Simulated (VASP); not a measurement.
# A VASP study of CdPbO2 (revPBE): structure first, properties next

Aim: relax CdPbO2, then compute properties on the relaxed cell. The steps: rough relaxation of the start cell, full relaxation (revPBE), density, ELF and potential (revPBE), bands along the symmetry lines (revPBE), density of states (revPBE), core levels (revPBE), elastic constants (revPBE) and ionic relaxation at fixed cell (revPBE), changed input. The cell is invented: it takes the structure of COD entry 9008633, EuO (space group 225 there), with some of its atoms replaced by other elements, volume scaled by an estimate. It may not be a known or stable phase. The atoms of the start are displaced at random from the sites of a R-3m cell.

Program: VASP 6.6.1. Level of theory: revPBE; plane waves and PAW (Pb_d, Cd, O); invented cell. Results are calculated unless marked as measured.

## 1. The structure

Before any relaxation, the start is as follows. Symmetry: P1, No. 1, triclinic system. Conventional cell: a = 3.722 Å, b = 3.722 Å, c = 6.447 Å, α = 73.22°, β = 73.22°, γ = 60.00°. Nearest to Pb lie 6 O at 2.62 to 2.64 Å. Nearest to Cd lie 6 O at 2.61 to 2.67 Å. Nearest to O lie 3 Pb at 2.62 to 2.63 Å and 3 Cd at 2.63 to 2.64 Å. O has 3 Cd at 2.61 to 2.67 Å and 3 Pb at 2.62 to 2.64 Å nearest. It derives from EuO. it takes the structure of COD entry 9008633, EuO (space group 225 there), with some of its atoms replaced by other elements, volume scaled by an estimate. Farther neighbours and most contacts between anions are not listed.

Structure file:

```cif
data_structure
_symmetry_space_group_name_H-M 'P1'
_symmetry_Int_Tables_number 1
_cell_length_a 3.7224
_cell_length_b 3.7224
_cell_length_c 6.4474
_cell_angle_alpha 73.221
_cell_angle_beta 73.221
_cell_angle_gamma 60.000
_cell_volume 72.94
loop_
_atom_site_label
_atom_site_type_symbol
_atom_site_symmetry_multiplicity
_atom_site_Wyckoff_symbol
_atom_site_fract_x
_atom_site_fract_y
_atom_site_fract_z
_atom_site_occupancy
Pb1 Pb 1 a 0.50060 0.49634 0.50103 1
Cd1 Cd 1 a 0.99399 0.00301 0.00206 1
O1 O 1 a 0.24699 0.24974 0.25364 1
O2 O 1 a 0.75646 0.74514 0.75109 1
```

## 2. Rough relaxation of the start cell

The start is only an estimate, so a cheap relaxation brings it near a minimum before any careful run. revPBE by itself binds more weakly than PBE and expands cells; dispersion terms fitted to it are the larger for that.

INCAR

```
SYSTEM = CdPbO2
PREC = Normal
ENCUT = 520
EDIFF = 1E-05
NELM = 60
ISMEAR = -1
SIGMA = 0.05
LREAL = .FALSE.
ALGO = Fast
GGA = RE
NBANDS = 25
LORBIT = 11
LWAVE = .FALSE.
LCHARG = .FALSE.
KPAR = 2
IBRION = 2
NSW = 40
ISIF = 3
EDIFFG = -0.04
```

POSCAR

```
CdPbO2
1.0
    1.8612020000      1.0745650000      6.0786590000
   -1.8612020000      1.0745650000      6.0786590000
    0.0000000000     -2.1491300000      6.0786590000
Pb Cd O
1 1 2
Direct
    0.4993970000      0.5036580000      0.4979710000
    0.0060140000     -0.0030090000     -0.0009420000
    0.7530080000      0.7502570000      0.7503780000
    0.2435370000      0.2548610000      0.2526910000
```

KPOINTS

```
Automatic mesh
0
Gamma
5 5 5
0 0 0
```

Potentials, in the order of the species: Pb_d, Cd and O (PBE family, release 64).

Command:

```bash
> mpirun -np 2 vasp_std
```

The log of the run:

```text
[banner, memory and clock lines left out]
running    2 mpi-ranks, on    1 nodes
 distrk:  each k-point on    1 cores,    2 groups
 distr:  one band on    1 cores,    1 groups

 POSCAR found type information on POSCAR PbCdO
 POSCAR found :  3 types and       4 ions
|                                                                             |
|               ----> ADVICE to this user running VASP <----                  |
|                                                                             |
|     You enforced a specific xc type in the INCAR file but a different       |
|     [... a line on the potential file left out ...]
|     I HOPE YOU KNOW WHAT YOU ARE DOING!                                     |
|                                                                             |

 LDA part: xc-table for (Slater+PW92), standard interpolation
 POSCAR, INCAR and KPOINTS ok, starting setup
 FFT: planning ... GRIDC
 FFT: planning ... GRID_SOFT
 FFT: planning ... GRID
 WAVECAR not read
 entering main loop
       N       E                     dE             d eps       ncg     rms          rms(c)
DAV:   1     0.393091545956E+03    0.39309E+03   -0.19963E+04  3158   0.170E+03
DAV:   2     0.171040309744E+02   -0.37599E+03   -0.36107E+03  3497   0.445E+02
DAV:   3    -0.196814579538E+02   -0.36785E+02   -0.35959E+02  3779   0.144E+02
DAV:   4    -0.208412140327E+02   -0.11598E+01   -0.11561E+01  3542   0.272E+01
DAV:   5    -0.208715858923E+02   -0.30372E-01   -0.30348E-01  3852   0.455E+00    0.124E+01
RMM:   6    -0.169090499780E+02    0.39625E+01   -0.16315E+01  3264   0.190E+01    0.832E+00
RMM:   7    -0.163343122889E+02    0.57474E+00   -0.15062E+00  3277   0.113E+01    0.377E+00
RMM:   8    -0.163262206669E+02    0.80916E-02   -0.86851E-01  3280   0.665E+00    0.125E+00
RMM:   9    -0.163045894967E+02    0.21631E-01   -0.91365E-02  3429   0.308E+00    0.392E-01
RMM:  10    -0.163052646396E+02   -0.67514E-03   -0.32683E-02  3603   0.106E+00    0.149E-01
RMM:  11    -0.163066789461E+02   -0.14143E-02   -0.94181E-03  3386   0.661E-01    0.233E-01
RMM:  12    -0.163062487205E+02    0.43023E-03   -0.15913E-03  3627   0.325E-01    0.761E-02
RMM:  13    -0.163062991491E+02   -0.50429E-04   -0.78572E-04  3263   0.212E-01    0.351E-02
RMM:  14    -0.163062936909E+02    0.54582E-05   -0.10887E-04  3079   0.107E-01    0.251E-02
RMM:  15    -0.163062903847E+02    0.33062E-05   -0.45799E-05  2500   0.541E-02
   1 F= -.16306290E+02 E0= -.16305839E+02  d E =-.163063E+02
 curvature:   0.00 expect dE= 0.000E+00 dE for cont linesearch  0.000E+00
 trial: gam= 0.00000 g(F)=  0.740E-01 g(S)=  0.370E+00 ort = 0.000E+00 (trialstep = 0.100E+01)
 search vector abs. value=  0.444E+00
 bond charge predicted
       N       E                     dE             d eps       ncg     rms          rms(c)
DAV:   1    -0.221068251838E+02   -0.58005E+01   -0.15612E+02  3738   0.156E+02    0.155E+01
RMM:   2    -0.170261334462E+02    0.50807E+01   -0.13812E+01  3150   0.392E+01    0.423E+00
RMM:   3    -0.165609828950E+02    0.46515E+00   -0.22775E+00  3415   0.150E+01    0.216E+00
RMM:   4    -0.165439866745E+02    0.16996E-01   -0.52019E-01  3588   0.613E+00    0.111E+00
RMM:   5    -0.165522307430E+02   -0.82441E-02   -0.13887E-01  3629   0.355E+00    0.240E-01
RMM:   6    -0.165550489734E+02   -0.28182E-02   -0.35417E-02  3642   0.175E+00    0.115E-01
RMM:   7    -0.165557060514E+02   -0.65708E-03   -0.83331E-03  3742   0.975E-01    0.653E-02
RMM:   8    -0.165560254273E+02   -0.31938E-03   -0.24305E-03  3442   0.447E-01    0.252E-02
RMM:   9    -0.165560517224E+02   -0.26295E-04   -0.51626E-04  3774   0.238E-01    0.152E-02
RMM:  10    -0.165560648497E+02   -0.13127E-04   -0.17351E-04  3156   0.116E-01    0.852E-03
RMM:  11    -0.165560658599E+02   -0.10103E-05   -0.23703E-05  2112   0.488E-02
   2 F= -.16556066E+02 E0= -.16555645E+02  d E =-.249775E+00
[... from here on, the cycles between the ionic steps are left out ...]
   3 F= -.16556358E+02 E0= -.16555938E+02  d E =-.250067E+00
   4 F= -.16639428E+02 E0= -.16639255E+02  d E =-.830702E-01
   5 F= -.16667140E+02 E0= -.16667063E+02  d E =-.110782E+00
   6 F= -.16667201E+02 E0= -.16667121E+02  d E =-.110843E+00
   7 F= -.16668962E+02 E0= -.16668882E+02  d E =-.176108E-02
   8 F= -.16670139E+02 E0= -.16670059E+02  d E =-.293806E-02
   9 F= -.16670130E+02 E0= -.16670050E+02  d E =-.292923E-02
  10 F= -.16670140E+02 E0= -.16670061E+02  d E =-.293929E-02
 curvature:  -0.13 expect dE=-0.312E-04 dE for cont linesearch -0.429E-05
 ZBRENT: accuracy reached
 trial: gam=-0.04018 g(F)=  0.132E-03 g(S)=  0.989E-04 ort = 0.510E-03 (trialstep = 0.111E+01)
 search vector abs. value=  0.203E-03
 bond charge predicted
       N       E                     dE             d eps       ncg     rms          rms(c)
DAV:   1    -0.166705161050E+02   -0.37157E-03   -0.78255E-02  3161   0.188E+00    0.100E-01
RMM:   2    -0.166704220313E+02    0.94074E-04   -0.10465E-03  3320   0.292E-01    0.541E-02
RMM:   3    -0.166703474463E+02    0.74585E-04   -0.27663E-04  3608   0.158E-01    0.153E-02
RMM:   4    -0.166703487346E+02   -0.12884E-05   -0.81796E-05  2854   0.785E-02
  11 F= -.16670349E+02 E0= -.16670271E+02  d E =-.208821E-03
 trial-energy change:   -0.000209  1 .order   -0.000185   -0.000234   -0.000135
 step:   2.6373(harm=  2.6373)  dis= 0.00279  next Energy=   -16.670418 (dE=-0.278E-03)
 reached required accuracy - stopping structural energy minimisation
```

Elapsed: 5.1 min, on 2 MPI ranks of Intel Xeon 6975P-C (Granite Rapids), shared host; peak memory 0.6 GiB.

Lines that name or quote the potential files are left out of all logs, and their timing lines are given in words.

Parts of OUTCAR (step 2):

```text
ion  position               nearest neighbor table
   1  0.499  0.504  0.498-   3 2.62   4 2.62   3 2.62   3 2.63   4 2.64   4 2.64   2 3.70   2 3.72
                             2 3.72   2 3.73   2 3.73   2 3.74
   2  0.006  0.997  0.999-   4 2.61   4 2.63   3 2.63   3 2.64   3 2.64   4 2.67   1 3.70   1 3.72
                             1 3.72   1 3.73   1 3.73   1 3.74
   3  0.753  0.750  0.750-   1 2.62   1 2.62   2 2.63   1 2.63   2 2.64   2 2.64
   4  0.244  0.255  0.253-   2 2.61   1 2.62   2 2.63   1 2.64   1 2.64   2 2.67

  LATTYP: Found a trigonal (rhomboedric) cell.
 ALAT       =     6.4473915704
 COS(alpha) =     0.8333332670

 Subroutine GETGRP returns: Found  1 space group operations
 (whereof  1 operations were pure point group operations)

The static configuration has the point symmetry C_1 .

 Found     63 irreducible k-points:

   k-points           NKPTS =     63   k-points in BZ     NKDIM =     63   number of bands    NBANDS=     25

   dimension x,y,z NGX =    36 NGY =   36 NGZ =   36
   dimension x,y,z NGXF=    72 NGYF=   72 NGZF=   72

   ENCUT  =  520.0 eV  38.22 Ry    6.18 a.u.  11.99 11.99 11.99*2*pi/ulx,y,z

   NELECT =      38.0000    total number of electrons

 k-points in reciprocal lattice and weights: Automatic mesh
   0.00000000  0.00000000  0.00000000       0.008
   0.20000000 -0.00000000 -0.00000000       0.016
  -0.00000000  0.20000000 -0.00000000       0.016
  -0.00000000 -0.00000000  0.20000000       0.016
   0.40000000  0.00000000  0.00000000       0.016
   0.00000000  0.40000000  0.00000000       0.016
   0.00000000  0.00000000  0.40000000       0.016
   0.20000000  0.20000000 -0.00000000       0.016
  -0.20000000  0.00000000 -0.20000000       0.016
[...]
0.40000000 -0.40000000  0.40000000       0.016
   0.40000000  0.40000000 -0.40000000       0.016

 average (electrostatic) potential at core
       1 -92.4821       2 -36.1478       3 -70.1321       4 -70.1275

 E-fermi :   4.5841

 k-point     1 :       0.0000    0.0000    0.0000
  band No.  band energies     occupation
    ...
     15       2.3212      2.00000
     16       2.5230      2.00000
     17       2.5369      2.00000
     18       3.2113      2.00000
     19       3.2366      2.00000
     20       6.1132      0.00000
     21       7.9388      0.00000
     22      11.1723      0.00000
     23      11.2150      0.00000
     24      15.9629      0.00000
    ...

 k-point     2 :       0.2000   -0.0000   -0.0000
  band No.  band energies     occupation
    ...
     15       1.7264      2.00000
     16       2.4478      2.00000
     17       2.4733      2.00000
     18       2.9711      2.00000
     19       3.6882      2.00000
     20       7.1713      0.00000
     21       7.4327      0.00000
     22       9.7556      0.00000
     23      11.0087      0.00000
     24      13.4084      0.00000
    ...

 k-point     3 :      -0.0000    0.2000   -0.0000
  band No.  band energies     occupation
    ...
     15       1.7335      2.00000
     16       2.4543      2.00000
     17       2.4803      2.00000
     18       2.9419      2.00000
     19       3.6872      2.00000
     20       7.1796      0.00000
     21       7.4335      0.00000
     22       9.7591      0.00000
     23      10.9698      0.00000
     24      13.3971      0.00000
    ...

  Total       -0.0160089      0.0028704      0.0437156     -0.0254123     -0.0116936     -0.0306750
  in kB       -0.3949755      0.0708190      1.0785638     -0.6269793     -0.2885070     -0.7568220
  external PRESSURE =       0.2514691 kB  Pullay stress =       0.0000000 kB

  energy-cutoff  :      520.00
  volume of cell :       64.94
      direct lattice vectors                 reciprocal lattice vectors
     1.802873275  1.039908788  5.854840810     0.278736703  0.160837162  0.056400691
    -1.779663339  1.033190844  5.848900072    -0.279530450  0.161884962  0.057322204
     0.005787106 -2.061372806  5.849791270     0.000510556 -0.322836296  0.057183422

 POSITION                                       TOTAL-FORCE (eV/Angst)
 -----------------------------------------------------------------------------------
      0.01044      0.01300      8.78691        -0.003804     -0.001236      0.005753
     -1.76371     -1.02339     11.70843        -0.015107     -0.004092     -0.001109
      0.02398      0.01024     13.02897         0.000241     -0.000737     -0.006826
     -0.00783     -0.00265      4.55044         0.018670      0.006065      0.002182
 -----------------------------------------------------------------------------------
    total drift:                                0.006094      0.001881     -0.000497

  FREE ENERGIE OF THE ION-ELECTRON SYSTEM (eV)
  ---------------------------------------------------
  free  energy   TOTEN  =       -16.6703487346 eV

  energy  without entropy=      -16.6701927953  energy(sigma->0) =      -16.67027076

 reached required accuracy - stopping structural energy minimisation

 total charge
# of ion       s       p       d       tot
------------------------------------------
    1        1.510   0.449   9.864  11.824
    2        0.324   0.206   9.630  10.160
    3        1.580   3.311   0.000   4.891
    4        1.580   3.311   0.000   4.891
--------------------------------------------------
tot          4.994   7.278  19.495  31.767

[... 3 further parts left out ...]
```

CONTCAR:

```
CdPbO2
   1.00000000000000
     1.8028732746454517    1.0399087881057059    5.8548408102947604
    -1.7796633387389074    1.0331908435879220    5.8489000720111415
     0.0057871062576847   -2.0613728058323799    5.8497912697928429
  Pb              Cd              O
     1     1     2
Direct
     0.5005874725096194    0.5028723775334181    0.4982743363222987
     0.0041547154791575    0.9984925429015929    0.9990135345864268
     0.7431749302060837    0.7418020697647443    0.7417481565106078
     0.2540388818051464    0.2626000098002437    0.2610619725806611
```

The gap is read on the k-mesh alone, so it is an upper bound where the band edges lie off the mesh. This relaxation is a rough one on cheap settings, only to bring the start near its minimum. The PAW data sets were made with PBE, which is usual practice but a small mismatch for other functionals. After so large a change of volume the plane waves of the start cell no longer fit, so the final stress carries a basis-set error.

The steps of the relaxation:

```csv
step,energy less that of the first step (eV),largest force (eV/Å),pressure (GPa),volume (Å³)
1,0.0000,0.8769,-7.02,72.94
2,-0.2498,0.9735,1.32,64.83
3,-0.2501,0.9746,1.75,64.54
4,-0.3331,0.5014,1.26,64.36
5,-0.3608,0.0582,1.09,64.17
6,-0.3609,0.0594,1.13,64.18
7,-0.3627,0.0291,-0.74,65.47
8,-0.3638,0.0560,-0.11,64.97
9,-0.3638,0.0503,0.03,64.93
10,-0.3638,0.0424,0.04,64.95
11,-0.3641,0.0198,0.03,64.94
```

```csv
cell as run,before,after,change
a (Å),6.447,6.214,-3.6 %
b (Å),6.447,6.200,-3.8 %
c (Å),6.447,6.202,-3.8 %
α (°),33.56,33.48,-0.2 %
γ (°),33.56,33.55,-0.0 %
volume (Å³/atom),18.24,16.23,-11.0 %
```

The atoms that moved most (Å, as changes of fractional coordinates times the final cell):

```csv
atom,dx,dy,dz,length
O3,-0.003,-0.001,-0.158,0.158
O4,0.005,0.002,0.156,0.156
Cd2,-0.006,0.000,-0.002,0.006
Pb1,0.004,0.000,0.004,0.005
```

The relaxed structure:

```
Pb Cd O
1.0
     1.80287    1.03991    5.85484
    -1.77966    1.03319    5.84890
     0.00579   -2.06137    5.84979
Pb Cd O
1 1 2
Direct
  0.50059 0.50287 0.49827
  0.00415 0.99849 0.99901
  0.74317 0.74180 0.74175
  0.25404 0.26260 0.26106
```

This step gave:

```yaml
electrons: 38
bands: 25
irreducible_k_points: 63
symmetry_operations: 1
free_energy_toten: -16.67 eV
energy_at_zero_smearing: -16.67 eV
fermi_energy: 4.584 eV
pressure: 0.02515 GPa
metallic: no
valence_top_at_k: 0.2, 0, -0.2
conduction_bottom_at_k: 0.4, 0.4, 0.4
least_direct_gap_at_k: 0.4, 0.4, 0.4
scf_cycles_over_all_ionic_steps: 78
gap_on_the_k_mesh: 0.5542 eV
least_direct_gap_on_the_k_mesh: 1.178 eV
```

It ends with a largest force of 0.020 eV/Å and a pressure of 0.03 GPa.

[end of part 1 of 6]

[Lines on the potential files, build, host, timing and source positions are cut from VASP's logs without a mark.]

[Logs are printed without paths, hosts, clocks, repeated set-up lines and the standing remarks that a program may print on its own settings, such as how far it seeks lower states.]

[Hosts, paths, dates, database ids (printed as entryN), source tags and the programs' standing remarks are cut or masked in the printed files.]

[A measured line is paired with the nearest computed mode of its activity, which favours agreement.]
